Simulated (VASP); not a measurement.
All values below come from r2SCAN meta-GGA, VASP's PBE PAW potentials (set 64) (plane waves; VASP 6.6.1).

VASP input:

KPOINTS:
```
Automatic mesh
0
Gamma
4 4 4
0 0 0
```

KPOINTS_OPT:
```
k-points along high-symmetry lines
8
Line-mode
Reciprocal
  0.000000   0.000000   0.000000 ! GAMMA
  0.500000   0.500000   0.500000 ! T

  0.500000   0.500000   0.500000 ! T
  0.747023   0.252977   0.500000 ! H_2

  0.500000  -0.252977   0.252977 ! H_0
  0.500000   0.000000   0.000000 ! L

  0.500000   0.000000   0.000000 ! L
  0.000000   0.000000   0.000000 ! GAMMA

  0.000000   0.000000   0.000000 ! GAMMA
  0.376489  -0.376489   0.000000 ! S_0

  0.623511   0.000000   0.376489 ! S_2
  0.500000   0.000000   0.500000 ! F

  0.500000   0.000000   0.500000 ! F
  0.000000   0.000000   0.000000 ! GAMMA
```

**INCAR**
```
SYSTEM = FeAg2Sn3S8
PREC = Accurate
ENCUT = 400
EDIFF = 1E-7
NELM = 100
ALGO = Normal
LREAL = Auto
LASPH = .TRUE.
ISMEAR = -5
METAGGA = R2SCAN
LMIXTAU = .TRUE.
LMAXMIX = 4
LWAVE = .FALSE.
LCHARG = .FALSE.
LORBIT = 11
NEDOS = 601
ISIF = 2
LEFG = .TRUE.
```

**POSCAR**
```
FeAg2Sn3S8
1
    3.7559592140     2.1685041172     5.9692179551
   -3.7559592140     2.1685041172     5.9692179551
    0.0000000000    -4.3370082345     5.9692179551
Fe Ag Sn S
1 2 3 8
Direct
  1.0000000000   0.0000000000   1.0000000000
  0.3888116889   0.3888116889   0.3888116889
  0.6111883111   0.6111883111   0.6111883111
  1.0000000000   0.5000000000   1.0000000000
  1.0000000000   0.0000000000   0.5000000000
  0.5000000000   0.0000000000   1.0000000000
  0.7774113917   0.2092717519   0.7774113917
  0.2225886083   0.7907282481   0.2225886083
  0.7774113917   0.7774113917   0.2092717519
  0.2225886083   0.2225886083   0.7907282481
  0.2092717519   0.7774113917   0.7774113917
  0.7907282481   0.2225886083   0.2225886083
  0.7531168533   0.7531168533   0.7531168533
  0.2468831467   0.2468831467   0.2468831467
```

POTCAR, in this order: Fe Ag Sn_d S (PBE.64 set). Program: vasp_std.

Output of the run:

OSZICAR:
```
       N       E                     dE             d eps       ncg     rms          rms(c)
DAV:   1     0.114073829064E+04    0.11407E+04   -0.46008E+04  2000   0.170E+03
DAV:   2     0.174569197225E+02   -0.11233E+04   -0.10850E+04  1872   0.528E+02
DAV:   3    -0.210708904855E+03   -0.22817E+03   -0.21885E+03  2176   0.199E+02
DAV:   4    -0.230331585679E+03   -0.19623E+02   -0.19278E+02  2312   0.634E+01
DAV:   5    -0.231164384791E+03   -0.83280E+00   -0.82948E+00  2472   0.136E+01    0.318E+01
DAV:   6    -0.250687556082E+03   -0.19523E+02   -0.51504E+02  2208   0.107E+02    0.893E+01
DAV:   7    -0.216699684997E+03    0.33988E+02   -0.41859E+01  2472   0.588E+01    0.378E+01
DAV:   8    -0.203782553758E+03    0.12917E+02   -0.30127E+01  2656   0.686E+01    0.145E+01
DAV:   9    -0.200860405332E+03    0.29221E+01   -0.90185E+00  2096   0.124E+01    0.474E+00
DAV:  10    -0.201480634216E+03   -0.62023E+00   -0.11339E+00  2416   0.556E+00    0.198E+00
DAV:  11    -0.201370169127E+03    0.11047E+00   -0.19119E-01  2248   0.229E+00    0.697E-01
DAV:  12    -0.201533468158E+03   -0.16330E+00   -0.16802E-01  2056   0.187E+00    0.484E-01
DAV:  13    -0.201544539100E+03   -0.11071E-01   -0.14317E-02  2096   0.567E-01    0.335E-01
DAV:  14    -0.201543479565E+03    0.10595E-02   -0.31017E-03  2200   0.236E-01    0.167E-01
DAV:  15    -0.201544269347E+03   -0.78978E-03   -0.27826E-03  2288   0.280E-01    0.719E-02
DAV:  16    -0.201545073782E+03   -0.80444E-03   -0.53166E-04  2072   0.116E-01    0.557E-02
DAV:  17    -0.201545113305E+03   -0.39523E-04   -0.48783E-05  2304   0.396E-02    0.254E-02
DAV:  18    -0.201545121855E+03   -0.85501E-05   -0.44539E-05  2160   0.344E-02    0.105E-02
DAV:  19    -0.201545133105E+03   -0.11250E-04   -0.62438E-06  2080   0.127E-02    0.556E-03
DAV:  20    -0.201545132509E+03    0.59557E-06   -0.16081E-06  2352   0.629E-03    0.229E-03
DAV:  21    -0.201545132479E+03    0.30550E-07   -0.48493E-07  1896   0.458E-03
   1 F= -.20154513E+03 E0= -.20154513E+03  d E =0.000000E+00
       N       E                     dE             ncg
       N       E                     dE             ncg
       N       E                     dE             ncg
       N       E                     dE             ncg
       N       E                     dE             ncg
```

File OUTCAR:
```
------------------------ aborting loop because EDIFF is reached ----------------------------------------
  FORCE on cell =-STRESS in cart. coord.  units (eV):
  Direction    XX          YY          ZZ          XY          YZ          ZX
  --------------------------------------------------------------------------------------
  Total        0.1143873      0.1143873      0.0704491      0.0000000     -0.0000000     -0.0000000
  in kB        0.6282587      0.6282588      0.3869334      0.0000000     -0.0000000     -0.0000000
  external PRESSURE =       0.5478170 kB  Pullay stress =       0.0000000 kB
  volume of cell :      291.71
      direct lattice vectors                 reciprocal lattice vectors
     3.755959214  2.168504117  5.969217955     0.133121786  0.076857897  0.055842044
    -3.755959214  2.168504117  5.969217955    -0.133121786  0.076857897  0.055842044
     0.000000000 -4.337008234  5.969217955     0.000000000 -0.153715795  0.055842044
 POSITION                                       TOTAL-FORCE (eV/Angst)
 -----------------------------------------------------------------------------------
      0.00000      0.00000      0.00000        -0.000000      0.000000      0.000000
      0.00000     -0.00000      6.96271        -0.000000     -0.000000      0.019629
      0.00000     -0.00000     10.94495        -0.000000      0.000000     -0.019629
     -1.87798      1.08425      2.98461        -0.000000      0.000000      0.000000
      0.00000     -2.16850      2.98461        -0.000000      0.000000     -0.000000
      1.87798      1.08425      2.98461        -0.000000      0.000000     -0.000000
      2.13391     -1.23201     10.53026        -0.003490      0.002015     -0.007089
     -2.13391      1.23201      7.37739         0.003490     -0.002015      0.007089
      0.00000      2.46403     10.53026        -0.000000     -0.004030     -0.007089
      0.00000     -2.46403      7.37739        -0.000000      0.004030      0.007089
     -2.13391     -1.23201     10.53026         0.003490      0.002015     -0.007089
      2.13391      1.23201      7.37739        -0.003490     -0.002015      0.007089
      0.00000     -0.00000     13.48656        -0.000000      0.000000     -0.017596
      0.00000     -0.00000      4.42110        -0.000000     -0.000000      0.017596
 -----------------------------------------------------------------------------------
    total drift:                               -0.000000     -0.000000      0.000000
  FREE ENERGIE OF THE ION-ELECTRON SYSTEM (eV)
  ---------------------------------------------------
  free  energy   TOTEN  =      -201.5451324787 eV

  energy  without entropy=     -201.5451324787  energy(sigma->0) =     -201.54513248

 total charge

# of ion       s       p       d       tot
------------------------------------------
    1        0.361   0.499   6.327   7.187
    2        0.339   0.296   9.243   9.878
    3        0.339   0.296   9.243   9.878
    4        1.035   1.026  10.137  12.198
    5        1.035   1.026  10.137  12.198
    6        1.035   1.026  10.137  12.198
    7        1.331   2.381   0.000   3.712
    8        1.331   2.381   0.000   3.712
    9        1.331   2.381   0.000   3.712
   10        1.331   2.381   0.000   3.712
   11        1.331   2.381   0.000   3.712
   12        1.331   2.381   0.000   3.712
   13        1.337   2.401   0.000   3.738
   14        1.337   2.401   0.000   3.738
--------------------------------------------------
tot         14.805  23.258  55.224  93.288

 Electric field gradients after diagonalization (V/A^2)
 (convention: |V_zz| > |V_xx| > |V_yy|)
----------------------------------------------------------------------
 ion       V_xx      V_yy      V_zz     asymmetry (V_yy - V_xx)/ V_zz
----------------------------------------------------------------------
   1       6.428     6.428   -12.856       0.000
   2     -22.085   -22.085    44.170       0.000
   3     -22.085   -22.085    44.170       0.000
   4      32.458    24.304   -56.762       0.144
   5      32.458    24.304   -56.763       0.144
   6      32.458    24.304   -56.762       0.144
   7      30.883     9.729   -40.612       0.521
   8      30.883     9.729   -40.612       0.521
   9      30.883     9.729   -40.612       0.521
  10      30.883     9.729   -40.612       0.521
  11      30.883     9.729   -40.612       0.521
  12      30.883     9.729   -40.612       0.521
  13      15.251    15.251   -30.501       0.000
  14      15.251    15.251   -30.501       0.000
```
(Selected blocks of OUTCAR.)

The structure comes from a computed database's FeAg2Sn3S8 entry (R-3m); how it stands against other phases isn't given here. It was relaxed first. The run is not spin-polarised, so no magnetic state was tried.
